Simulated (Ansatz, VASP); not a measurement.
**Cross-check of PN (honeycomb PN bilayer, like faces together) between VASP and Ansatz**

One calculation is typed for both programs; each brings its own data sets. How far apart do they land? The structure shown is the start of the Ansatz relaxation below; VASP solves that cell, so the two are compared at the walk's first step.

Program: Ansatz 0.2.0. Level of theory: plane waves, with VASP 6.6.1 beside it; single point at r2SCAN with D4. Results are calculated unless marked as measured.

### Step 1. The structure

The cell holds 4 atoms: 2 N and 2 P. Cell: a = 2.730 Å, b = 2.730 Å, c = 40.820 Å, α = 90.0°, β = 90.0°, γ = 120.0°. Vacuum lies along c.

Coordinates:

```
N P
1.0
     2.73000    0.00000    0.00000
    -1.36500    2.36425    0.00000
     0.00000    0.00000   40.82000
N P
2 2
Direct
  0.66667 0.33333 0.43974
  0.00000 0.00000 0.56026
  0.33333 0.66667 0.46080
  0.66667 0.33333 0.53920
```

### Step 2. Ansatz: relaxation, r2SCAN with D4

Ansatz runs on its default PAW (the set named soft_2) files.

The two programs are compared at the cell with which this relaxation starts, whose forces are those of its first step.

input.yaml reads:

```yaml
crystal:
  lattice:
    - [2.73, 0.0, 0.0]
    - [-1.365, 2.3642493523, 0.0]
    - [0.0, 0.0, 40.8199999985]
  atoms:
    - { symbol: "N", position: [0.6666666667, 0.3333333333, 0.4397354238] }
    - { symbol: P, position: [0.3333333333, 0.6666666667, 0.4608035277] }
    - { symbol: "N", position: [0.0, 0.0, 0.5602645762] }
    - { symbol: P, position: [0.6666666667, 0.3333333333, 0.5391964723] }
  periodic: [true, true, false]
kpoints:
  mp_grid: { grid: [12, 12, 1] }
hamiltonian:
  xc: r2scan
  dispersion: d4
scf:
  occupations: { method: fermi_dirac, width: 0.05 }
  convergence: { dr2_threshold: 1.0e-09 }
relax:
  f_tol: 0.004
  max_steps: 90
  cell: {}
output:
  write_potential: true
  write_density: true
  volumetric_format: npy
```

The run is started by

```console
> ansatz run input.yaml --threads 2 --pin off --max-ram 3072MiB --backend cpu --events-out ev --progress --plain --runs-dir out
```

Numbers of over 12 decimals in the logs are rounded to 6 here.

The log of the run:

```text
Warning: relax.cell: scf.convergence.dr2_threshold = 1e-9 eV is looser than the 1.79689353028e-10 eV advised for a relaxation that steers and ends on the stress (1e-10 eV for each atom of the cell: 4, times the square of relax.cell.stress_2d_tol = 0.05 N/m over 14.9 Å (the atoms' height at the walk's start and 5 Å past either face), 3.351e-2 GPa, over a crystal's default 0.05). What an SCF threshold leaves in a stress goes as its square root, and in the free energy as the threshold itself, and one threshold admits the most on a small cell: [figures from the program's tests cut] Set scf.convergence.dr2_threshold to 1.79689353028e-10 eV or tighter. [rest of the remark cut]
Engine: ansatz 0.2.0, aarch64-unknown-linux-gnu
Pseudopotentials: kind: paw
Pseudopotential: N, paw, valence charge 5, recommended cutoff 500 eV (meta_gga), N.paw.azcp
Pseudopotential: P, paw, valence charge 5, recommended cutoff 500 eV (meta_gga), P.paw.azcp
Functional definition: r2SCAN
  parameter k0 = 0.174
  parameter k1 = 0.065
  parameter a1 = 4.9479
  exchange = r2scan_x(k0 = k0, k1 = k1, a1 = a1)
  correlation = r2scan_c
Crystal: 4 atoms, lattice volume = 263.469 Å³
Basis set: ecut = 500 eV, 6509 PW (Γ), exchange–correlation on 80×80×1200 points (64 copies of the dense FFT grid, shifted against one another)
Bands: 14, of which v1, the nominal top of the filled ones, is band 10 counted from 1 (9 counted from 0)
Symmetry: 6 space group operations
Space group: P3m1 (ITA 156), of the structure as read, at distance tolerance 6.4e-5 Å
k-points: 19 of 144 (time reversal used)
Non-local potential: N, projectors of the file, l = 0: 2, l = 1: 2, l = 2: 1
Non-local potential: P, projectors of the file, l = 0: 2, l = 1: 2, l = 2: 2
PAW form: soft (Blöchl's): semilocal exchange-correlation on the pseudo side does not see the compensation charge
PAW frozen core: N, regenerated for the run's functional (the file was generated under x = pbe(κ = 0.804, μ = 0.219515), c = pbe(β = 0.066725))
PAW frozen core: P, regenerated for the run's functional (the file was generated under x = pbe(κ = 0.804, μ = 0.219515), c = pbe(β = 0.066725))
PAW one-centre angular grid: N, 302 points (default); XC on 160 Gauss nodes
PAW one-centre angular grid: P, 302 points (default); XC on 160 Gauss nodes
Initial density: superposition of atomic densities (neutral atoms: chi_scale 0, normalization atom), corrected by the library's trained network
Initial wavefunctions: pseudopotential atomic-orbital guess
Functional: x = r2scan, c = r2scan; τ floored in thin density (d = 2e-4 eV/Å³)
SCF iter   1: F=—  HF=-2287.029813 eV  |F-HF|=—  |Δ(HF+E_count)|=         —  Δρ=5.69e-3  dr2=1.23e-1  dr2_τ=2.20e-1  ethr=1.77e-3  ⟨swp⟩=13.9  Hψ=2942  notcnv=0
preconditioner: auto → Resta (q_TF=auto, 1.775 Å⁻¹)  ε∞=1.6  [insulator: Δε(μ)=1.243 eV  Ē_g=13.035 eV  σ=0.050 eV  W_gap=1.00  n_scr=22 (ndim 8)  ℏωp=10.2 eV  f_vac=0.792  D(μ)=0.00/eV (n_scr^D=0)  ε∞_Penn≈1.6  vacuum switching on, ρ_ref=1.2e-2 e/Å³]
SCF iter   2: F=—  HF=-2287.064540 eV  |F-HF|=—  |Δ(HF+E_count)|=   3.47e-2  Δρ=2.68e-3  dr2=2.33e-2  dr2_τ=1.16e-3  ethr=6.16e-4  ⟨swp⟩=4.3  Hψ=838  notcnv=0
SCF iter   3: F=—  HF=-2287.064552 eV  |F-HF|=—  |Δ(HF+E_count)|=   1.16e-5  Δρ=2.22e-3  dr2=3.13e-2  dr2_τ=1.87e-3  ethr=1.16e-4  ⟨swp⟩=4.1  Hψ=770  notcnv=0
SCF iter   4: F=—  HF=-2287.059280 eV  |F-HF|=—  |Δ(HF+E_count)|=   5.27e-3  Δρ=5.16e-4  dr2=5.10e-4  dr2_τ=4.20e-5  ethr=1.16e-4  ⟨swp⟩=3.6  Hψ=615  notcnv=0
SCF iter   5: F=—  HF=-2287.059566 eV  |F-HF|=—  |Δ(HF+E_count)|=   2.86e-4  Δρ=3.09e-4  dr2=6.52e-4  dr2_τ=3.91e-5  ethr=2.55e-6  ⟨swp⟩=3.8  Hψ=762  notcnv=0
SCF iter   6: F=—  HF=-2287.059492 eV  |F-HF|=—  |Δ(HF+E_count)|=   7.41e-5  Δρ=7.43e-5  dr2=1.76e-5  dr2_τ=9.70e-7  ethr=2.55e-6  ⟨swp⟩=2.5  Hψ=408  notcnv=0
SCF iter   7: F=—  HF=-2287.059503 eV  |F-HF|=—  |Δ(HF+E_count)|=   1.11e-5  Δρ=1.74e-5  dr2=6.09e-7  dr2_τ=5.11e-8  ethr=8.78e-8  ⟨swp⟩=3.6  Hψ=640  notcnv=0
SCF iter   8: F=—  HF=-2287.059476 eV  |F-HF|=—  |Δ(HF+E_count)|=   2.68e-5  Δρ=4.93e-6  dr2=9.92e-8  dr2_τ=7.93e-9  ethr=3.04e-9  ⟨swp⟩=3.4  Hψ=614  notcnv=0
SCF iter   9: F=—  HF=-2287.059476 eV  |F-HF|=—  |Δ(HF+E_count)|=   8.13e-8  Δρ=1.09e-6  dr2=3.55e-9  dr2_τ=2.79e-10  ethr=4.96e-10  ⟨swp⟩=3.1  Hψ=536  notcnv=0
[...]
Crystal: 4 atoms, lattice volume = 259.555 Å³
iter 1 solved again at ethr=1.00e-6 eV; its pass at ethr=3.10e-3 eV (dr2=2.01e-4 eV) is discarded
[...]
preconditioner: auto → Resta (q_TF=auto, 1.780 Å⁻¹)  ε∞=1.6  [insulator: Δε(μ)=1.692 eV  Ē_g=13.285 eV  σ=0.050 eV  W_gap=1.00  n_scr=22 (ndim 8)  ℏωp=10.3 eV  f_vac=0.775  D(μ)=0.00/eV (n_scr^D=0)  ε∞_Penn≈1.6  vacuum switching on, ρ_ref=1.3e-2 e/Å³]
[...]
SCF iter   4: F=—  HF=-2287.151530 eV  |F-HF|=—  |Δ(HF+E_count)|=   2.17e-6  Δρ=1.82e-5  dr2=7.54e-7  dr2_τ=3.33e-8  ethr=3.06e-7  ⟨swp⟩=2.6  Hψ=402  notcnv=0
SCF iter   5: F=—  HF=-2287.151505 eV  |F-HF|=—  |Δ(HF+E_count)|=   2.42e-5  Δρ=8.72e-6  dr2=2.27e-7  dr2_τ=1.17e-8  ethr=3.77e-9  ⟨swp⟩=3.6  Hψ=674  notcnv=0
SCF iter   6: F=—  HF=-2287.151505 eV  |F-HF|=—  |Δ(HF+E_count)|=   1.93e-8  Δρ=2.04e-6  dr2=1.07e-8  dr2_τ=3.56e-10  ethr=1.13e-9  ⟨swp⟩=2.9  Hψ=456  notcnv=0
SCF iter   7: F=—  HF=-2287.151505 eV  |F-HF|=—  |Δ(HF+E_count)|=   7.05e-9  Δρ=1.56e-6  dr2=1.64e-8  dr2_τ=7.82e-10  ethr=5.34e-11  ⟨swp⟩=3.7  Hψ=673  notcnv=0
SCF iter   8: F=-2287.151505 eV  HF=-2287.151505 eV  |F-HF|=9.09e-12  |Δ(HF+E_count)|=   2.65e-9  Δρ=1.82e-7  dr2=6.05e-11  dr2_τ=7.37e-12  ethr=5.00e-12  ⟨swp⟩=11.7  Hψ=2628  notcnv=0
SCF 6 converged in 8 iterations: F = -2287.151505 eV  dr2 = 6.05e-11
relax step   6: F+E_penalty+E_count = -2287.15150548 eV  Δ(F+E_penalty+E_count) = -1.623e-5 eV  max|allowed force component| = 4.857e-4 eV/Å  Δτ_max = 0.0048 Å  P = -0.004 N/m  Ω = 259.555 Å³  energy of the carried Pulay correction = +1.904e-4 eV  fix = [c, alpha, beta]  reactions: c -0.000 N/m  (8 SCF iters, accepted)
Initial wavefunctions: pseudopotential atomic-orbital guess (no wavefunctions were taken with the density)
iter 1 solved again at ethr=1.61e-7 eV; its pass at ethr=3.10e-3 eV (dr2=3.21e-5 eV) is discarded
SCF iter   1: F=—  HF=-2287.151329 eV  |F-HF|=—  |Δ(HF+E_count)|=         —  Δρ=1.10e-5  dr2=2.91e-8  dr2_τ=1.12e-7  ethr=1.61e-7  ⟨swp⟩=7.0  Hψ=4604  notcnv=0
preconditioner: auto → Resta (q_TF=auto, 1.780 Å⁻¹)  ε∞=1.6  [insulator: Δε(μ)=1.689 eV  Ē_g=13.286 eV  σ=0.050 eV  W_gap=1.00  n_scr=22 (ndim 8)  ℏωp=10.3 eV  f_vac=0.775  D(μ)=0.00/eV (n_scr^D=0)  ε∞_Penn≈1.6  vacuum switching on, ρ_ref=1.3e-2 e/Å³]
SCF iter   2: F=—  HF=-2287.151310 eV  |F-HF|=—  |Δ(HF+E_count)|=   1.97e-5  Δρ=5.59e-6  dr2=8.41e-9  dr2_τ=1.04e-8  ethr=1.45e-10  ⟨swp⟩=4.7  Hψ=850  notcnv=0
SCF iter   3: F=—  HF=-2287.151310 eV  |F-HF|=—  |Δ(HF+E_count)|=   3.93e-8  Δρ=1.51e-6  dr2=1.27e-8  dr2_τ=5.90e-10  ethr=4.21e-11  ⟨swp⟩=2.7  Hψ=515  notcnv=0
SCF iter   4: F=-2287.151310 eV  HF=-2287.151310 eV  |F-HF|=1.96e-11  |Δ(HF+E_count)|=   1.48e-9  Δρ=3.54e-7  dr2=1.34e-10  dr2_τ=5.57e-11  ethr=5.00e-12  ⟨swp⟩=15.3  Hψ=2897  notcnv=0
SCF 7 converged in 4 iterations: F = -2287.151310 eV  dr2 = 1.34e-10
relax step   7: F+E_penalty+E_count = -2287.15130969 eV  Δ(F+E_penalty+E_count) = +1.958e-4 eV  max|allowed force component| = 3.942e-4 eV/Å  Δτ_max = 0.0000 Å  P = -0.003 N/m  Ω = 259.555 Å³  fix = [c, alpha, beta]  reactions: c -0.000 N/m  stress off target by 2.77e-3 N/m on what of the cell is left free  SCF on the basis re-selected at this cell (its energy is not comparable with the rows above)  (4 SCF iters)
basis re-selected at this cell: Δ(F+E_penalty+E_count) = +1.958e-4 eV, ΔP = +0.002 N/m vs the last step (what re-selecting the basis moved, of the pressure what is left beyond the Pulay correction that the steps carried, after the strain that the cell walked since its last selection, with what the two solves' SCF thresholds leave and, on support functions, any second-order correction that the steps lacked; it is no m [...]
WARN: The output density's exchange-correlation potential varies sharply where the density is thin. Do not read a vacuum level from v_tot or v_xc, or from such a field of the output density. On a cell that repeats whose density bears no net charge and no dipole along the vacuum's axis use v_es (v_loc + v_h of the components); under efield.dipole_correction with no amplitude use v_es + v_field, which holds any externa [...]
SCF converged after 4 iterations
Free energy (F): -2287.151310 eV
Harris-Foulkes:  -2287.151310 eV  (|F-HF|=1.96e-11)
Internal energy: -2287.151310 eV  (E = F + TS)
E sigma→0 (E₀):  -2287.151310 eV
Fermi energy:    -6.275546 eV
--- Per-component energies (eV) ---
  E_band       = -306.956428
  E_kinetic    = 408.659548
  E_local      = -42997.503601  (includes V_loc(G=0)·N_el)
  E_nonlocal   = 155.616199
  E_hartree    = 21232.968855
  E_xc         = -237.193994
  E_vxc        = -302.658361  (∫ρ·V_xc dr)
  E_paw        = -1408.407004  (= ΣΔE_a)
  E_vpaw       = -53.936671  (= ΣTr[D̂ρ^β])
  E_aug_tail   = 0.000038  (compensation charges beyond the density's cutoff)
  E_vtau       = 16.928421  (kinetic-family band-sum trace: ∫τ·v_τ [+ j·A + Jᵃ·Aᵃ] dr)
  E_ewald      = 20559.272347
  E_disp       = -0.322885  (pairwise vdW)
  E_core_change = -0.240814  (= ΣΔE_core)
  E_smearing   = -0.000000  (= −TS)
  E_closure    = 0.000000  (closes the sum)
  Σ components = -2287.151310   (vs F -2287.151310, Δ=0.00e0)
--- Forces (eV/Å), atoms counted from 1 ---
  atom   1  N     -0.00000000     0.00000000     0.00020761
  atom   2  P      0.00000000    -0.00000000    -0.00039443
  atom   3  N      0.00000000     0.00000000     0.00000368
  atom   4  P      0.00000000    -0.00000000     0.00018214
  max |Σ_I F_I| component: 1.00e-6 eV/Å
--- 2D stress c σ (N/m, compression-positive) ---
       -0.002773      -0.000000      -0.000000
       -0.000000      -0.002773      -0.000000
       -0.000000      -0.000000      -0.000000
  P = ½ c Tr σ = -0.0028 N/m
--- Band table (eV; the first three rows and the last of 19) ---
  k-point 0: bands = [... 6 lower, -10.2140, -10.2140, -8.8493, -7.7967, -2.2446, -1.5938, -0.1567, -0.1567]
  k-point 1: bands = [... 6 lower, -10.4253, -10.4100, -8.6874, -7.6282, -1.7743, -1.2224, -0.5780, -0.4670]
  k-point 2: bands = [... 6 lower, -10.9081, -10.8928, -8.3874, -7.3694, -2.1477, -2.1027, -0.3288, 0.4080]
  k-point 18: bands = [... 6 lower, -10.6809, -10.6624, -8.3823, -8.3553, -4.8764, -4.8160, -0.8744, -0.8481]
  the weakly bound empty levels are not read free of the cell's end (no_gap_told)
--- Relaxed structure (6 steps of the walk, 6 accepted, 1 SCFs on fresh bases) ---
  F+E_penalty+E_count = -2287.15130969 eV   max|allowed force component| = 3.942e-4 eV/Å   (the final SCF, on the basis selected at the relaxed cell)
  cell:  # Å, volume = 259.5554 Å³
    - [2.709650, 0, 0]
    - [-1.354825, 2.346626, 0]
    - [0, 0, 40.8199999985]
  atoms:
    - { symbol: N, position: [0.666667, 0.333333, 0.432038] }
    - { symbol: P, position: [0.333333, 0.666667, 0.452764] }
    - { symbol: N, position: [-6.097780013102162e-18, -1.85037170760089e-17, 0.567959] }
    - { symbol: P, position: [0.666667, 0.333333, 0.547238] }
```

In the SCF lines HF is the Harris–Foulkes energy and dr2 the Hartree energy of the density residual, in eV; the loop may stop once dr2 is under the threshold and the program's other checks hold. Hψ counts applications of the Hamiltonian.

(Part 1 of 2 ends here.)

[Lines on the potential files, build, host, timing and source positions are cut from VASP's logs without a mark.]

[Logs are printed without paths, hosts, clocks, repeated set-up lines and the standing remarks that a program may print on its own settings, such as how far it seeks lower states.]

[Hosts, paths, dates, database ids (printed as entryN), source tags and the programs' standing remarks are cut or masked in the printed files.]
